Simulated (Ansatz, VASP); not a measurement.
**LiH10C6IN2O2 (LiH10C6IN2O2 (C2/c)) in two plane-wave programs**

Aim: how closely do two programs agree when they are given the same cell, functional and k mesh? Of the first pair: The structure shown is the start of the Ansatz relaxation below; VASP solves that cell, so the two are compared at the walk's first step.

Main program and level: Ansatz 0.2.0; plane waves, with VASP 6.6.1 beside it; single point at PBE with D3(BJ).

## 1. Set-up

The cell holds 176 atoms: 8 Li, 80 H, 48 C, 8 I, 16 N and 16 O. Its edges and angles: a = 14.097 Å, b = 14.036 Å, c = 10.923 Å, α = 90.0°, β = 100.0°, γ = 90.0°. It derives from LiH10C6IN2O2 (C2/c), repeated 1×1×1. As first built, before any earlier steps moved the atoms (in the runner's words): LiH10C6IN2O2, space group C2/c, measured structure (Crystallography Open Database), 1 x 1 x 1 conventional cells; every coordinate displaced by a Gaussian of 0.03 A; bonds to H set to neutron lengths (C-H 1.089, N-H 1.015, O-H 0.983, B-H 1.19 A) where the measured ones are shorter.

## 2. Ansatz: relaxation, PBE with D3(BJ)

Ansatz runs on its default PAW (the set named soft_2) files.

The two programs are compared at the cell with which this relaxation starts, whose forces are those of its first step.

File input.yaml:

```yaml
crystal:
  lattice:
    - [14.097, 0.0, 0.0]
    - [0.0, 14.036, 0.0]
    - [-1.89113, 0.0, 10.75805]
  atoms:
    - { symbol: Li, position: [0.21996, 0.289, 0.74462] }
    - { symbol: Li, position: [0.77883, 0.2917, 0.75824] }
    - { symbol: Li, position: [0.72637, 0.79257, 0.74211] }
    - { symbol: Li, position: [0.27845, 0.78979, 0.75729] }
    - { symbol: Li, position: [0.77633, 0.71194, 0.25863] }
    - { symbol: Li, position: [0.22025, 0.70987, 0.23627] }
    - { symbol: Li, position: [0.27663, 0.21143, 0.25569] }
    - { symbol: Li, position: [0.72229, 0.20474, 0.24333] }
    - { symbol: H, position: [0.84389, 0.49717, 0.98935] }
    - { symbol: H, position: [0.15022, 0.49639, 0.50896] }
    - { symbol: H, position: [0.34681, 0.99887, 0.9907] }
    - { symbol: H, position: [0.65485, 0.99552, 0.51302] }
    - { symbol: H, position: [0.15157, 0.50398, 0.01007] }
    - { symbol: H, position: [0.84626, 0.50063, 0.49231] }
    - { symbol: H, position: [0.65211, 0.00206, 0.00738] }
    - { symbol: H, position: [0.34689, 0.00103, 0.49098] }
    - { symbol: H, position: [0.72748, 0.47123, 0.91811] }
    - { symbol: H, position: [0.27308, 0.47294, 0.57896] }
    - { symbol: H, position: [0.22985, 0.9722, 0.91805] }
    - { symbol: H, position: [0.77283, 0.97013, 0.58227] }
    - { symbol: H, position: [0.2695, 0.52796, 0.07835] }
    - { symbol: H, position: [0.72641, 0.5327, 0.42111] }
    - { symbol: H, position: [0.77333, 0.02905, 0.07869] }
    - { symbol: H, position: [0.23162, 0.02448, 0.42196] }
    - { symbol: H, position: [0.66678, 0.54853, 0.08865] }
    - { symbol: H, position: [0.33059, 0.54855, 0.40584] }
    - { symbol: H, position: [0.16481, 0.04713, 0.09157] }
    - { symbol: H, position: [0.83384, 0.04757, 0.41357] }
    - { symbol: H, position: [0.33444, 0.44978, 0.91788] }
    - { symbol: H, position: [0.6668, 0.45573, 0.58944] }
    - { symbol: H, position: [0.82896, 0.9531, 0.90755] }
    - { symbol: H, position: [0.1677, 0.95309, 0.59346] }
    - { symbol: H, position: [0.74821, 0.45408, 0.14409] }
    - { symbol: H, position: [0.25599, 0.45325, 0.36177] }
    - { symbol: H, position: [0.24219, 0.95452, 0.14545] }
    - { symbol: H, position: [0.75614, 0.95742, 0.35623] }
    - { symbol: H, position: [0.25292, 0.54206, 0.85593] }
    - { symbol: H, position: [0.74663, 0.54525, 0.64846] }
    - { symbol: H, position: [0.75151, 0.0476, 0.85734] }
    - { symbol: H, position: [0.24513, 0.04331, 0.64337] }
    - { symbol: H, position: [0.04448, 0.75638, 0.61984] }
    - { symbol: H, position: [0.95356, 0.75587, 0.88208] }
    - { symbol: H, position: [0.54469, 0.2575, 0.62288] }
    - { symbol: H, position: [0.46105, 0.25943, 0.87921] }
    - { symbol: H, position: [0.95746, 0.24438, 0.38665] }
    - { symbol: H, position: [0.0451, 0.24602, 0.11672] }
    - { symbol: H, position: [0.45841, 0.74025, 0.38545] }
    - { symbol: H, position: [0.54372, 0.74407, 0.1202] }
    - { symbol: H, position: [0.00302, 0.85359, 0.53047] }
    - { symbol: H, position: [0.99263, 0.85829, 0.97404] }
    - { symbol: H, position: [0.50587, 0.35527, 0.5317] }
    - { symbol: H, position: [0.49409, 0.35817, 0.97446] }
    - { symbol: H, position: [0.99169, 0.14521, 0.4756] }
    - { symbol: H, position: [0.00918, 0.14178, 0.02395] }
    - { symbol: H, position: [0.49337, 0.63901, 0.47349] }
    - { symbol: H, position: [0.51039, 0.6431, 0.02574] }
    - { symbol: H, position: [0.03932, 0.72766, 0.4009] }
    - { symbol: H, position: [0.95801, 0.72582, 0.10312] }
    - { symbol: H, position: [0.54292, 0.2233, 0.3946] }
    - { symbol: H, position: [0.4596, 0.22219, 0.10555] }
    - { symbol: H, position: [0.95373, 0.27161, 0.59925] }
    - { symbol: H, position: [0.03999, 0.27445, 0.89623] }
    - { symbol: H, position: [0.45903, 0.77566, 0.60024] }
    - { symbol: H, position: [0.54395, 0.77385, 0.90321] }
    - { symbol: H, position: [0.9572, 0.65091, 0.45875] }
    - { symbol: H, position: [0.04211, 0.65601, 0.04296] }
    - { symbol: H, position: [0.45993, 0.14764, 0.46075] }
    - { symbol: H, position: [0.54381, 0.15368, 0.04272] }
    - { symbol: H, position: [0.04381, 0.3465, 0.54341] }
    - { symbol: H, position: [0.96105, 0.34599, 0.95838] }
    - { symbol: H, position: [0.54351, 0.84937, 0.53962] }
    - { symbol: H, position: [0.45855, 0.85117, 0.95818] }
    - { symbol: H, position: [0.8699, 0.56363, 0.21647] }
    - { symbol: H, position: [0.13452, 0.5586, 0.28658] }
    - { symbol: H, position: [0.36246, 0.06551, 0.2109] }
    - { symbol: H, position: [0.63804, 0.06174, 0.28874] }
    - { symbol: H, position: [0.13818, 0.4374, 0.7842] }
    - { symbol: H, position: [0.86644, 0.43509, 0.71396] }
    - { symbol: H, position: [0.63327, 0.9351, 0.78729] }
    - { symbol: H, position: [0.3667, 0.94323, 0.71421] }
    - { symbol: H, position: [0.92324, 0.81823, 0.30954] }
    - { symbol: H, position: [0.08152, 0.82305, 0.19169] }
    - { symbol: H, position: [0.42179, 0.32224, 0.30717] }
    - { symbol: H, position: [0.58495, 0.32243, 0.19082] }
    - { symbol: H, position: [0.08178, 0.17865, 0.68935] }
    - { symbol: H, position: [0.92144, 0.17775, 0.80483] }
    - { symbol: H, position: [0.58204, 0.6774, 0.69819] }
    - { symbol: H, position: [0.41735, 0.67763, 0.80884] }
    - { symbol: C, position: [0.76433, 0.61613, 0.91349] }
    - { symbol: C, position: [0.23429, 0.61254, 0.57949] }
    - { symbol: C, position: [0.26465, 0.11455, 0.91464] }
    - { symbol: C, position: [0.73309, 0.11763, 0.57761] }
    - { symbol: C, position: [0.23611, 0.38477, 0.08513] }
    - { symbol: C, position: [0.76555, 0.38748, 0.4192] }
    - { symbol: C, position: [0.73369, 0.8863, 0.08018] }
    - { symbol: C, position: [0.26503, 0.88563, 0.41703] }
    - { symbol: C, position: [0.77181, 0.52289, 0.97926] }
    - { symbol: C, position: [0.22808, 0.51937, 0.52013] }
    - { symbol: C, position: [0.27565, 0.01882, 0.97638] }
    - { symbol: C, position: [0.72468, 0.02127, 0.52034] }
    - { symbol: C, position: [0.2275, 0.4811, 0.02105] }
    - { symbol: C, position: [0.77637, 0.48157, 0.48546] }
    - { symbol: C, position: [0.72348, 0.97802, 0.02153] }
    - { symbol: C, position: [0.27406, 0.98063, 0.47863] }
    - { symbol: C, position: [0.7417, 0.52529, 0.10666] }
    - { symbol: C, position: [0.25709, 0.52772, 0.39515] }
    - { symbol: C, position: [0.24269, 0.02703, 0.1127] }
    - { symbol: C, position: [0.75679, 0.02453, 0.39352] }
    - { symbol: C, position: [0.25865, 0.47197, 0.89417] }
    - { symbol: C, position: [0.74089, 0.47678, 0.6083] }
    - { symbol: C, position: [0.7584, 0.97396, 0.89398] }
    - { symbol: C, position: [0.23408, 0.97591, 0.60038] }
    - { symbol: C, position: [0.89993, 0.78941, 0.60227] }
    - { symbol: C, position: [0.10039, 0.79079, 0.89584] }
    - { symbol: C, position: [0.39781, 0.29299, 0.60377] }
    - { symbol: C, position: [0.60494, 0.29412, 0.89782] }
    - { symbol: C, position: [0.10391, 0.2088, 0.39476] }
    - { symbol: C, position: [0.90016, 0.21066, 0.10279] }
    - { symbol: C, position: [0.60328, 0.70797, 0.39555] }
    - { symbol: C, position: [0.39783, 0.70679, 0.10088] }
    - { symbol: C, position: [0.98794, 0.7866, 0.54759] }
    - { symbol: C, position: [0.01535, 0.78242, 0.94931] }
    - { symbol: C, position: [0.48615, 0.28653, 0.55362] }
    - { symbol: C, position: [0.51664, 0.2843, 0.95013] }
    - { symbol: C, position: [0.01154, 0.21723, 0.44966] }
    - { symbol: C, position: [0.9867, 0.2162, 0.04868] }
    - { symbol: C, position: [0.5113, 0.71748, 0.45313] }
    - { symbol: C, position: [0.48695, 0.71395, 0.0508] }
    - { symbol: C, position: [0.97179, 0.72603, 0.42995] }
    - { symbol: C, position: [0.02704, 0.72495, 0.06845] }
    - { symbol: C, position: [0.47407, 0.22372, 0.43555] }
    - { symbol: C, position: [0.52362, 0.22184, 0.0636] }
    - { symbol: C, position: [0.02719, 0.27546, 0.5654] }
    - { symbol: C, position: [0.97101, 0.2728, 0.93124] }
    - { symbol: C, position: [0.52571, 0.77361, 0.56877] }
    - { symbol: C, position: [0.4722, 0.77533, 0.93567] }
    - { symbol: I, position: [0.99906, 0.54758, 0.75381] }
    - { symbol: I, position: [0.50488, 0.04884, 0.75328] }
    - { symbol: I, position: [0.00129, 0.45233, 0.25021] }
    - { symbol: I, position: [0.49846, 0.95083, 0.25275] }
    - { symbol: I, position: [0.99696, 0.03574, 0.74828] }
    - { symbol: I, position: [0.49733, 0.53573, 0.74875] }
    - { symbol: I, position: [0.00041, 0.96956, 0.24791] }
    - { symbol: I, position: [0.50003, 0.46553, 0.24829] }
    - { symbol: "N", position: [0.75775, 0.68481, 0.87664] }
    - { symbol: "N", position: [0.23797, 0.68103, 0.63169] }
    - { symbol: "N", position: [0.26082, 0.18691, 0.86905] }
    - { symbol: "N", position: [0.74009, 0.18435, 0.63379] }
    - { symbol: "N", position: [0.24237, 0.32027, 0.13225] }
    - { symbol: "N", position: [0.7599, 0.31515, 0.37469] }
    - { symbol: "N", position: [0.74076, 0.81264, 0.13506] }
    - { symbol: "N", position: [0.26034, 0.81479, 0.36928] }
    - { symbol: "N", position: [0.82918, 0.79438, 0.63696] }
    - { symbol: "N", position: [0.1721, 0.79614, 0.85733] }
    - { symbol: "N", position: [0.32947, 0.293, 0.64277] }
    - { symbol: "N", position: [0.67267, 0.29545, 0.85899] }
    - { symbol: "N", position: [0.17144, 0.20447, 0.36015] }
    - { symbol: "N", position: [0.83012, 0.20235, 0.13762] }
    - { symbol: "N", position: [0.67327, 0.70691, 0.35738] }
    - { symbol: "N", position: [0.33001, 0.70292, 0.13877] }
    - { symbol: O, position: [0.79775, 0.58721, 0.18546] }
    - { symbol: O, position: [0.19682, 0.59149, 0.31547] }
    - { symbol: O, position: [0.30249, 0.08789, 0.18697] }
    - { symbol: O, position: [0.69956, 0.08765, 0.3138] }
    - { symbol: O, position: [0.19881, 0.40874, 0.81426] }
    - { symbol: O, position: [0.8008, 0.4083, 0.68877] }
    - { symbol: O, position: [0.69985, 0.91219, 0.81547] }
    - { symbol: O, position: [0.30167, 0.91344, 0.69194] }
    - { symbol: O, position: [0.90105, 0.76019, 0.3413] }
    - { symbol: O, position: [0.10055, 0.76176, 0.16021] }
    - { symbol: O, position: [0.40594, 0.25886, 0.34037] }
    - { symbol: O, position: [0.59898, 0.2577, 0.15898] }
    - { symbol: O, position: [0.09946, 0.24187, 0.66121] }
    - { symbol: O, position: [0.90038, 0.24604, 0.84093] }
    - { symbol: O, position: [0.59748, 0.74566, 0.66173] }
    - { symbol: O, position: [0.39653, 0.74172, 0.8374] }
kpoints:
  mp_grid: { grid: [1, 1, 1] }
hamiltonian:
  xc: pbe
  dispersion: d3bj
scf:
  occupations: { method: fermi_dirac, width: 0.05 }
output:
  forces: true
relax:
  f_tol: 0.05
  max_steps: 150
  cell: {}
```

On the command line:

```console
$ ansatz run input.yaml --threads 4 --pin off --max-ram 8192MiB --backend cpu --events-out ev --progress --plain --runs-dir out
```

Numbers of over 12 decimals in the logs are rounded to 6 here.

What it wrote:

```text
Engine: ansatz 0.2.0, x86_64-unknown-linux-gnu
Pseudopotentials: kind: paw
Pseudopotential: Li, paw, valence charge 3, recommended cutoff 420 eV (normal), Li.paw.azcp
Pseudopotential: H, paw, valence charge 1, recommended cutoff 420 eV (normal), H.paw.azcp
Pseudopotential: C, paw, valence charge 4, recommended cutoff 420 eV (normal), C.paw.azcp
Pseudopotential: I, paw, valence charge 17, recommended cutoff 420 eV (normal), I.paw.azcp
Pseudopotential: N, paw, valence charge 5, recommended cutoff 420 eV (normal), N.paw.azcp
Pseudopotential: O, paw, valence charge 6, recommended cutoff 420 eV (normal), O.paw.azcp
Functional definition: PBE
  parameter kappa = 0.804
  parameter beta = 0.066725
  exchange = pbe_x(kappa = kappa, mu = beta*pi^2/3)
  correlation = pbe_c(beta = beta)
Crystal: 176 atoms, lattice volume = 2128.647 Å³
Basis set: ecut = 420 eV, 41671 PW (Γ), exchange–correlation on 192×192×150 points (8 copies of the dense FFT grid, shifted against one another)
Bands: 480, of which v1, the nominal top of the filled ones, is band 304 counted from 1 (303 counted from 0)
Symmetry: 1 space group operations
Space group: P1 (ITA 1), of the structure as read, at distance tolerance 1.3e-4 Å
k-points: 1
Non-local potential: Li, projectors of the file, l = 0: 3, l = 1: 2, l = 2: 1
Non-local potential: H, projectors of the file, l = 0: 2, l = 1: 1
Non-local potential: C, projectors of the file, l = 0: 2, l = 1: 2, l = 2: 1
Non-local potential: I, projectors of the file, l = 0: 2, l = 1: 2, l = 2: 2, l = 3: 2
Non-local potential: N, projectors of the file, l = 0: 2, l = 1: 2, l = 2: 1
Non-local potential: O, projectors of the file, l = 0: 2, l = 1: 2, l = 2: 1
PAW form: soft (Blöchl's): semilocal exchange-correlation on the pseudo side does not see the compensation charge
PAW one-centre angular grid: Li, 110 points (default); XC on 64 Gauss nodes
PAW one-centre angular grid: H, 110 points (default); XC on 64 Gauss nodes
PAW one-centre angular grid: C, 110 points (default); XC on 64 Gauss nodes
PAW one-centre angular grid: I, 590 points (default); XC on 64 Gauss nodes
PAW one-centre angular grid: N, 110 points (default); XC on 64 Gauss nodes
PAW one-centre angular grid: O, 110 points (default); XC on 64 Gauss nodes
Initial density: superposition of atomic densities (neutral atoms: chi_scale 0, normalization atom), corrected by the library's trained network
Initial wavefunctions: pseudopotential atomic-orbital guess
Functional: x = pbe(κ = 0.804, μ = 0.219515), c = pbe(β = 0.066725)
SCF iter   1: F=—  HF=-90302.350328 eV  |F-HF|=—  |Δ(HF+E_count)|=         —  Δρ=3.53e-3  dr2=2.32e-1  ethr=1.77e-3  ⟨swp⟩=6.0  Hψ=2187  notcnv=0  defer=119
preconditioner: auto → Resta (q_TF=auto, 2.214 Å⁻¹)  ε∞=2.5  [insulator: Δε(μ)=4.082 eV  Ē_g=14.193 eV  σ=0.050 eV  W_gap=1.00  n_scr=382 (ndim 8)  ℏωp=17.6 eV  f_vac=0.149  D(μ)=0.00/eV (n_scr^D=0)  ε∞_Penn≈2.5]
SCF iter   2: F=—  HF=-90302.357606 eV  |F-HF|=—  |Δ(HF+E_count)|=   7.28e-3  Δρ=1.66e-3  dr2=4.75e-2  ethr=3.82e-5  ⟨swp⟩=2.0  Hψ=824  notcnv=0  defer=132
SCF iter   3: F=—  HF=-90302.373148 eV  |F-HF|=—  |Δ(HF+E_count)|=   1.55e-2  Δρ=7.71e-4  dr2=1.39e-2  ethr=7.81e-6  ⟨swp⟩=2.0  Hψ=551  notcnv=0  defer=132
SCF iter   4: F=—  HF=-90302.372996 eV  |F-HF|=—  |Δ(HF+E_count)|=   1.52e-4  Δρ=2.94e-4  dr2=2.25e-3  ethr=2.29e-6  ⟨swp⟩=2.0  Hψ=530  notcnv=0  defer=132
SCF iter   5: F=—  HF=-90302.373154 eV  |F-HF|=—  |Δ(HF+E_count)|=   1.58e-4  Δρ=1.01e-4  dr2=2.66e-4  ethr=3.70e-7  ⟨swp⟩=2.0  Hψ=547  notcnv=0  defer=132
SCF iter   6: F=—  HF=-90302.373241 eV  |F-HF|=—  |Δ(HF+E_count)|=   8.76e-5  Δρ=5.77e-5  dr2=7.64e-5  ethr=4.37e-8  ⟨swp⟩=2.0  Hψ=563  notcnv=0  defer=132
SCF iter   7: F=—  HF=-90302.373877 eV  |F-HF|=—  |Δ(HF+E_count)|=   6.35e-4  Δρ=2.08e-5  dr2=1.04e-5  ethr=1.26e-8  ⟨swp⟩=2.0  Hψ=720  notcnv=0  defer=170
SCF iter   8: F=—  HF=-90302.373880 eV  |F-HF|=—  |Δ(HF+E_count)|=   3.31e-6  Δρ=9.54e-6  dr2=2.00e-6  ethr=1.71e-9  ⟨swp⟩=2.0  Hψ=548  notcnv=0  defer=170
[...]
- { symbol: H, position: [0.962880, 0.352831, 0.955979] }
    - { symbol: H, position: [0.536928, 0.852610, 0.544476] }
    - { symbol: H, position: [0.462431, 0.853000, 0.955764] }
    - { symbol: H, position: [0.861431, 0.550551, 0.214670] }
    - { symbol: H, position: [0.138667, 0.550449, 0.285830] }
    - { symbol: H, position: [0.361777, 0.050941, 0.214758] }
    - { symbol: H, position: [0.638905, 0.050071, 0.285957] }
    - { symbol: H, position: [0.138457, 0.449610, 0.785766] }
    - { symbol: H, position: [0.861364, 0.449379, 0.714588] }
    - { symbol: H, position: [0.638595, 0.949849, 0.786073] }
    - { symbol: H, position: [0.361307, 0.949572, 0.715162] }
    - { symbol: H, position: [0.923554, 0.817811, 0.304949] }
    - { symbol: H, position: [0.076674, 0.817911, 0.196080] }
    - { symbol: H, position: [0.424233, 0.317948, 0.305176] }
    - { symbol: H, position: [0.576694, 0.317394, 0.196149] }
    - { symbol: H, position: [0.076705, 0.182284, 0.695974] }
    - { symbol: H, position: [0.923846, 0.182391, 0.804906] }
    - { symbol: H, position: [0.576570, 0.682569, 0.696173] }
    - { symbol: H, position: [0.423555, 0.682395, 0.804995] }
    - { symbol: C, position: [0.769235, 0.611525, 0.916249] }
    - { symbol: C, position: [0.231419, 0.611099, 0.584017] }
    - { symbol: C, position: [0.268583, 0.111343, 0.916609] }
    - { symbol: C, position: [0.731161, 0.110956, 0.584364] }
    - { symbol: C, position: [0.231499, 0.389463, 0.084230] }
    - { symbol: C, position: [0.769020, 0.388410, 0.416357] }
    - { symbol: C, position: [0.731379, 0.889002, 0.084242] }
    - { symbol: C, position: [0.269141, 0.888802, 0.416745] }
    - { symbol: C, position: [0.775091, 0.517305, 0.975173] }
    - { symbol: C, position: [0.225843, 0.516952, 0.524891] }
    - { symbol: C, position: [0.274155, 0.017211, 0.975758] }
    - { symbol: C, position: [0.725426, 0.016798, 0.525268] }
    - { symbol: C, position: [0.225484, 0.483515, 0.024836] }
    - { symbol: C, position: [0.774631, 0.482635, 0.475273] }
[...]
- { symbol: C, position: [0.520003, 0.221643, 0.068669] }
    - { symbol: C, position: [0.020049, 0.278112, 0.568571] }
    - { symbol: C, position: [0.980248, 0.278465, 0.932136] }
    - { symbol: C, position: [0.519849, 0.778236, 0.568600] }
    - { symbol: C, position: [0.479920, 0.778648, 0.932009] }
    - { symbol: I, position: [0.999795, 0.552268, 0.750338] }
    - { symbol: I, position: [0.499889, 0.052379, 0.750772] }
    - { symbol: I, position: [1.5966115431934047e-5, 0.447810, 0.250574] }
    - { symbol: I, position: [0.500020, 0.947767, 0.250573] }
    - { symbol: I, position: [1.000137, 0.035379, 0.750485] }
    - { symbol: I, position: [0.500378, 0.535524, 0.750719] }
    - { symbol: I, position: [0.000219956, 0.964756, 0.250744] }
    - { symbol: I, position: [0.500555, 0.464741, 0.250364] }
    - { symbol: N, position: [0.763931, 0.687354, 0.869823] }
    - { symbol: N, position: [0.236438, 0.686829, 0.630701] }
    - { symbol: N, position: [0.263571, 0.187093, 0.869989] }
    - { symbol: N, position: [0.736345, 0.186687, 0.631059] }
    - { symbol: N, position: [0.236885, 0.313801, 0.131112] }
    - { symbol: N, position: [0.763924, 0.312590, 0.369912] }
    - { symbol: N, position: [0.736475, 0.813243, 0.130847] }
    - { symbol: N, position: [0.263909, 0.813021, 0.370183] }
    - { symbol: N, position: [0.831324, 0.795694, 0.640727] }
    - { symbol: N, position: [0.168450, 0.795435, 0.859782] }
    - { symbol: N, position: [0.331549, 0.295631, 0.641013] }
    - { symbol: N, position: [0.668925, 0.295608, 0.860227] }
    - { symbol: N, position: [0.169152, 0.204797, 0.360001] }
    - { symbol: N, position: [0.831465, 0.204406, 0.140708] }
    - { symbol: N, position: [0.668824, 0.704520, 0.360016] }
    - { symbol: N, position: [0.331548, 0.704617, 0.140967] }
    - { symbol: O, position: [0.795379, 0.581105, 0.189070] }
    - { symbol: O, position: [0.204734, 0.581034, 0.311065] }
    - { symbol: O, position: [0.295757, 0.081626, 0.189455] }
    - { symbol: O, position: [0.704985, 0.080603, 0.311359] }
    - { symbol: O, position: [0.204584, 0.419161, 0.811152] }
    - { symbol: O, position: [0.795340, 0.418749, 0.689137] }
    - { symbol: O, position: [0.704689, 0.919300, 0.811315] }
    - { symbol: O, position: [0.295230, 0.919083, 0.689591] }
    - { symbol: O, position: [0.902948, 0.754444, 0.335690] }
    - { symbol: O, position: [0.097238, 0.754563, 0.165196] }
    - { symbol: O, position: [0.403502, 0.254639, 0.335962] }
    - { symbol: O, position: [0.597140, 0.253998, 0.165289] }
    - { symbol: O, position: [0.097212, 0.245637, 0.665082] }
    - { symbol: O, position: [0.903181, 0.245737, 0.835683] }
    - { symbol: O, position: [0.597018, 0.745923, 0.665208] }
    - { symbol: O, position: [0.402804, 0.745709, 0.835751] }
```

The column dr2 measures how far the density is from self-consistency, as an energy; F and HF (Harris–Foulkes) agree once it is small.

[end of part 1 of 3]

[Lines on the potential files, build, host, timing and source positions are cut from VASP's logs without a mark.]

[Logs are printed without paths, hosts, clocks, repeated set-up lines and the standing remarks that a program may print on its own settings, such as how far it seeks lower states.]

[Hosts, paths, dates, database ids (printed as entryN), source tags and the programs' standing remarks are cut or masked in the printed files.]
